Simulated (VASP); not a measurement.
Here is the system:

```yaml
crystal:
  lattice:
    - [7.10241, 0.00000, 0.00000]
    - [0.00000, 3.90245, 0.00000]
    - [0.00000, 0.00000, 5.40959]
  atoms:
    - { symbol: Zr, position: [0.17646, 0.25000, 0.63069] }
    - { symbol: Zr, position: [0.82354, 0.75000, 0.36931] }
    - { symbol: Zr, position: [0.32354, 0.75000, 0.13069] }
    - { symbol: Zr, position: [0.67646, 0.25000, 0.86931] }
    - { symbol: Ge, position: [0.04819, 0.25000, 0.15239] }
    - { symbol: Ge, position: [0.95181, 0.75000, 0.84761] }
    - { symbol: Ge, position: [0.45181, 0.75000, 0.65239] }
    - { symbol: Ge, position: [0.54819, 0.25000, 0.34761] }
```

Method: r2SCAN meta-GGA, VASP's PBE PAW potentials (set 64) (plane waves; VASP). Settings: 400 eV cut-off, 5×9×7 Γ-centred mesh, tetrahedra with Blöchl corrections, potentials Zr_sv Ge_d.

**Question.** Give the energies of bands 47 to 60 at the high-symmetry points, in eV from the Fermi level.

**Answer.** 
```
band      Γ      X      S      Y      Z      U      R      T
----  -----  -----  -----  -----  -----  -----  -----  -----
47    -2.10  -2.43  -3.01  -2.67  -1.46  -2.67  -2.71  -2.71
48    -1.80  -2.43  -3.01  -2.67  -1.46  -2.67  -2.71  -2.71
49    -0.86  -1.10  -2.00  -1.94  -1.05  -0.96  -1.64  -0.98
50    -0.78  -1.10  -2.00  -1.94  -1.05  -0.96  -1.64  -0.98
51    -0.37  -0.22  -2.00  -1.74  -0.36  -0.92  -1.64  -0.67
52    -0.27  -0.22  -2.00  -1.74  -0.36  -0.92  -1.64  -0.67
53     0.63   0.28   2.59   2.25   0.95   0.60   1.82   0.04
54     0.63   0.28   2.59   2.25   0.95   0.60   1.82   0.04
55     0.73   0.88   2.59   2.34   0.96   1.18   1.82   0.83
56     0.97   0.88   2.59   2.34   0.96   1.18   1.82   0.83
57     1.55   1.94   3.04   2.62   1.25   1.38   2.50   2.50
58     1.65   1.94   3.04   2.62   1.25   1.38   2.50   2.50
59     1.68   2.21   3.04   3.06   1.86   2.13   2.50   2.98
60     1.76   2.21   3.09   3.06   1.86   2.13   2.50   2.98
```

It has no gap at this level: it comes out as a metal or semimetal.

The structure comes from a computed database's ZrGe entry (Pnma); how it stands against other phases isn't given here. It was relaxed first.
